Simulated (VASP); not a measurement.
Computed with r2SCAN+rVV10, VASP's PBE PAW potentials (set 64) (plane waves; VASP 6.6.1).

A VASP calculation is set up with these files.

KPOINTS:
```
Automatic mesh
0
Gamma
7 7 7
0 0 0
```

INCAR:
```
! general
SYSTEM  =CuI
PREC    =Accurate
ENCUT   =520   ! plane-wave cut-off (eV)
LREAL   =.False.   ! projection in real space or not
LASPH   =.True.

! electronic loop
EDIFF   =1E-6   ! SCF stop (eV)
NELM    =100   ! most electronic steps
ALGO    =Normal   ! blocked Davidson
LMAXMIX =4
LMIXTAU =.True.

! smearing
ISMEAR  =0   ! Gaussian
SIGMA   =0.05

! functional
METAGGA =R2SCAN
LUSE_VDW=.True.
BPARAM  =11.95
CPARAM  =0.0093

! ions
IBRION  =2
NSW     =60
ISIF    =3
EDIFFG  =-0.01   ! ionic stop

! output
LWAVE   =.False.
LCHARG  =.False.
```

### POSCAR
```
CuI
1
    0.0000000000     3.0250000000     3.0250000000
    3.0250000000     0.0000000000     3.0250000000
    3.0250000000     3.0250000000     0.0000000000
Cu I
1 1
Direct
  0.0000000000   0.0000000000   0.0000000000
  0.2500000000   0.2500000000   0.2500000000
```

POTCAR, in this order: Cu I (PBE.64 set). Program: vasp_std.

The resulting files:

OSZICAR:
```
       N       E                     dE             d eps       ncg     rms          rms(c)
DAV:   1     0.802717000261E+02    0.80272E+02   -0.81416E+03   520   0.148E+03
DAV:   2    -0.306631211356E+02   -0.11093E+03   -0.10402E+03   535   0.276E+02
DAV:   3    -0.383101449128E+02   -0.76470E+01   -0.75362E+01   700   0.849E+01
DAV:   4    -0.385512407517E+02   -0.24110E+00   -0.24092E+00   611   0.139E+01
DAV:   5    -0.385585650762E+02   -0.73243E-02   -0.73239E-02   758   0.247E+00    0.599E+00
DAV:   6    -0.355468592922E+02    0.30117E+01   -0.91467E+00   520   0.841E+01    0.493E+00
DAV:   7    -0.352379823540E+02    0.30888E+00   -0.16108E+00   580   0.489E+01    0.240E+00
DAV:   8    -0.352510980015E+02   -0.13116E-01   -0.60399E-01   592   0.223E+01    0.140E+00
DAV:   9    -0.351609581102E+02    0.90140E-01   -0.21387E-01   664   0.123E+01    0.255E-01
DAV:  10    -0.352321668753E+02   -0.71209E-01   -0.29182E-02   520   0.176E+00    0.112E-01
DAV:  11    -0.352323977767E+02   -0.23090E-03   -0.54636E-04   700   0.258E-01    0.555E-02
DAV:  12    -0.352319442014E+02    0.45358E-03   -0.12523E-03   600   0.108E+00    0.759E-02
DAV:  13    -0.352324131262E+02   -0.46892E-03   -0.78760E-04   620   0.850E-01    0.140E-02
DAV:  14    -0.352323966579E+02    0.16468E-04   -0.22822E-05   535   0.499E-02    0.857E-03
DAV:  15    -0.352324213574E+02   -0.24699E-04   -0.18455E-05   616   0.881E-02    0.281E-03
DAV:  16    -0.352324213455E+02    0.11828E-07   -0.19759E-06   600   0.153E-02
   1 F= -.35232421E+02 E0= -.35232421E+02  d E =-.352324E+02
       N       E                     dE             d eps       ncg     rms          rms(c)
DAV:   1    -0.355819526066E+02   -0.34953E+00   -0.55196E+00   520   0.590E+01    0.487E+00
DAV:   2    -0.354041132575E+02    0.17784E+00   -0.41580E+00   520   0.606E+01    0.213E+00
DAV:   3    -0.352477169610E+02    0.15640E+00   -0.76667E-01   520   0.345E+01    0.656E-01
DAV:   4    -0.352409239749E+02    0.67930E-02   -0.73546E-02   757   0.375E+00    0.425E-01
DAV:   5    -0.352391261370E+02    0.17978E-02   -0.16410E-02   767   0.375E+00    0.233E-01
DAV:   6    -0.352398772633E+02   -0.75113E-03   -0.17179E-03   733   0.597E-01    0.127E-01
DAV:   7    -0.352395288024E+02    0.34846E-03   -0.62463E-04   520   0.325E-01    0.258E-02
DAV:   8    -0.352397520606E+02   -0.22326E-03   -0.47232E-04   520   0.227E-01    0.148E-02
DAV:   9    -0.352398293751E+02   -0.77315E-04   -0.87916E-05   626   0.189E-01    0.537E-03
DAV:  10    -0.352398290512E+02    0.32392E-06   -0.77849E-06   615   0.262E-02
   2 F= -.35239829E+02 E0= -.35239829E+02  d E =-.740771E-02
       N       E                     dE             d eps       ncg     rms          rms(c)
DAV:   1    -0.352414456133E+02   -0.16162E-02   -0.26850E-02   520   0.424E+00    0.309E-01
DAV:   2    -0.352404544314E+02    0.99118E-03   -0.14652E-02   520   0.402E+00    0.114E-01
DAV:   3    -0.352399948269E+02    0.45960E-03   -0.27496E-03   520   0.181E+00    0.545E-02
DAV:   4    -0.352399321617E+02    0.62665E-04   -0.17801E-04   616   0.157E-01    0.177E-02
DAV:   5    -0.352399242652E+02    0.78965E-05   -0.20488E-05   664   0.685E-02    0.106E-02
DAV:   6    -0.352399235857E+02    0.67951E-06   -0.14548E-05   536   0.568E-02    0.198E-03
DAV:   7    -0.352399238937E+02   -0.30801E-06   -0.64468E-06   520   0.356E-02
   3 F= -.35239924E+02 E0= -.35239924E+02  d E =-.750255E-02
```

OUTCAR:
```
------------------------ aborting loop because EDIFF is reached ----------------------------------------
  FORCE on cell =-STRESS in cart. coord.  units (eV):
  Direction    XX          YY          ZZ          XY          YZ          ZX
  --------------------------------------------------------------------------------------
  Total        0.0156988      0.0156988      0.0156988      0.0000000      0.0000000      0.0000000
  in kB        0.4693589      0.4693589      0.4693589      0.0000000      0.0000000      0.0000000
  external PRESSURE =       0.4693589 kB  Pullay stress =       0.0000000 kB
  volume of cell :       53.59
      direct lattice vectors                 reciprocal lattice vectors
    -0.000000000  2.992363674  2.992363674    -0.167091990  0.167091990  0.167091990
     2.992363674 -0.000000000  2.992363674     0.167091990 -0.167091990  0.167091990
     2.992363674  2.992363674  0.000000000     0.167091990  0.167091990 -0.167091990
  FREE ENERGIE OF THE ION-ELECTRON SYSTEM (eV)
  ---------------------------------------------------
  free  energy   TOTEN  =       -35.2399238937 eV

  energy  without entropy=      -35.2399238937  energy(sigma->0) =      -35.23992389

 reached required accuracy - stopping structural energy minimisation
```
(Selected blocks of OUTCAR.)

CONTCAR:
```
CuI
   1.00000000000000
    -0.0000000000000000    2.9923636743062705    2.9923636743062705
     2.9923636743062705   -0.0000000000000000    2.9923636743062705
     2.9923636743062705    2.9923636743062705    0.0000000000000000
  Cu              I
     1     1
Direct
     0.0000000000000000    0.0000000000000000    0.0000000000000000
     0.2500000000000000    0.2500000000000000    0.2500000000000000
```

Energy and stress use the plane-wave basis of the starting cell.

The compound is CuI in the zinc blende structure. This run relaxes it. Symmetry was kept, so distortions that lower it aren't found.
